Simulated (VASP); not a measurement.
Given:

```
CELL_PARAMETERS angstrom
      3.14227     0.00000     0.00000
     -1.57113     2.72128     0.00000
      0.00000     0.00000    19.53461
ATOMIC_POSITIONS crystal
  Mo 0.66667 0.33333 0.50000
  S  0.33333 0.66667 0.58276
  S  0.33333 0.66667 0.41724
```

The numbers are results of PBEsol GGA, VASP's PBE PAW potentials (set 64) (plane waves; VASP), not measurements. Numerical set-up: PREC = Normal, EDIFF = 1E-5, 400 eV cut-off, 12×12×1 Γ-centred mesh, Gaussian smearing of 0.050 eV, potentials Mo_sv S.

The ions and cell shape at fixed volume are relaxed. Give the cell that the relaxation ends in.

```
CELL_PARAMETERS angstrom
      3.14207     0.00000     0.00000
     -1.57103     2.72111     0.00000
      0.00000     0.00000    19.53710
ATOMIC_POSITIONS crystal
  Mo 0.66667 0.33333 0.50000
  S  0.33333 0.66667 0.57975
  S  0.33333 0.66667 0.42025
```

How much energy does the relaxation gain?

The energy (σ→0) changes by -21.1 meV/atom, in 11 ionic steps.

```json
[
 {"step": "1", "E(σ→0) (eV)": "-23.3596", "max force (eV/Å)": "1.053", "pressure (GPa)": "-1.93", "volume (Å³)": "167.04"},
 {"step": "2", "E(σ→0) (eV)": "-23.4029", "max force (eV/Å)": "0.331", "pressure (GPa)": "-0.29", "volume (Å³)": "167.04"},
 {"step": "3", "E(σ→0) (eV)": "-23.4150", "max force (eV/Å)": "0.138", "pressure (GPa)": "-0.84", "volume (Å³)": "167.04"},
 {"step": "4", "E(σ→0) (eV)": "-23.4150", "max force (eV/Å)": "0.117", "pressure (GPa)": "-0.84", "volume (Å³)": "167.04"},
 {"step": "5", "E(σ→0) (eV)": "-23.4187", "max force (eV/Å)": "0.076", "pressure (GPa)": "-0.60", "volume (Å³)": "167.04"},
 {"step": "6", "E(σ→0) (eV)": "-23.4228", "max force (eV/Å)": "0.063", "pressure (GPa)": "0.04", "volume (Å³)": "167.04"},
 {"step": "7", "E(σ→0) (eV)": "-23.4228", "max force (eV/Å)": "0.044", "pressure (GPa)": "-0.07", "volume (Å³)": "167.04"},
 {"step": "8", "E(σ→0) (eV)": "-23.4228", "max force (eV/Å)": "0.035", "pressure (GPa)": "-0.11", "volume (Å³)": "167.04"},
 {"step": "9", "E(σ→0) (eV)": "-23.4229", "max force (eV/Å)": "0.037", "pressure (GPa)": "-0.09", "volume (Å³)": "167.04"},
 {"step": "10", "E(σ→0) (eV)": "-23.4228", "max force (eV/Å)": "0.057", "pressure (GPa)": "-0.17", "volume (Å³)": "167.04"},
 {"step": "11", "E(σ→0) (eV)": "-23.4230", "max force (eV/Å)": "0.001", "pressure (GPa)": "-0.14", "volume (Å³)": "167.04"}
]
```

The cell is a sheet with vacuum, built from MoS2 (2H layered).
